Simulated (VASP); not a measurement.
VASP ran on this input.

POSCAR:
```
GaP
1.0
  4.0635614643   0.0000000000   0.0000000000
 -2.0317807322   3.5191475364   0.0000000000
  0.0000000000   0.0000000000   5.8158400749
Ga P
2 2
Cartesian
 -0.0000020318   2.3460995306   1.4539600187
  2.0317827639   1.1730480058   4.3618800562
  2.0317827639   1.1730480058   1.4539600187
 -0.0000020318   2.3460995306   4.3618800562
```

KPOINTS:
```
kpoints
0
gamma
  12 12 7
```

**INCAR**
```
SYSTEM  =  GaP
PREC  =  Accurate; ENCUT  =  400; LREAL  =  F
LASPH  =  T
EDIFF  =  1E-7; NELM  =  100; ALGO  =  Normal
LMAXMIX  =  4
ISMEAR  =  -5
GGA  =  PE
ISIF  =  2
LWAVE  =  F; LCHARG  =  T; LORBIT  =  11
NEDOS  =  601
```

POTCAR, in this order: Ga_d P (PBE.64 set). Program: vasp_std.

Question: Write an equivalent input for Quantum ESPRESSO's pw.x.

Answer: One equivalent input (not run):
```
&CONTROL
  calculation = 'scf'
  pseudo_dir = './pseudo'
  outdir = './out'
  tprnfor = .true.
  tstress = .true.
/
&SYSTEM
  ibrav = 0
  nat = 4
  ntyp = 2
  ecutwfc = 80
  occupations = 'tetrahedra'
  input_dft = 'pbe'
/
&ELECTRONS
  conv_thr = 7.3e-09
  electron_maxstep = 100
/
ATOMIC_SPECIES
  Ga 69.723 Ga.upf
  P 30.974 P.upf
CELL_PARAMETERS angstrom
     4.0635615    0.0000000    0.0000000
    -2.0317807    3.5191475   -0.0000000
     0.0000000    0.0000000    5.8158401
ATOMIC_POSITIONS crystal
  Ga   0.3333330  0.6666670  0.2500000
  Ga   0.6666670  0.3333330  0.7500000
  P    0.6666670  0.3333330  0.2500000
  P    0.3333330  0.6666670  0.7500000
K_POINTS automatic
  12 12 7 0 0 0
```
What does not carry over: the potentials are each code's own (VASP's PAW set, PseudoDojo norm-conserving files in pw.x), so ENCUT and ecutwfc are chosen apart and not converted; conv_thr bounds pw.x's estimated SCF error, while EDIFF bounds the energy change between steps.

The structure was generated: GaP was put into the layered h-BN type type (P6_3/mmc), which need not be its known phase. It was relaxed first, which changed the volume by -34 %.
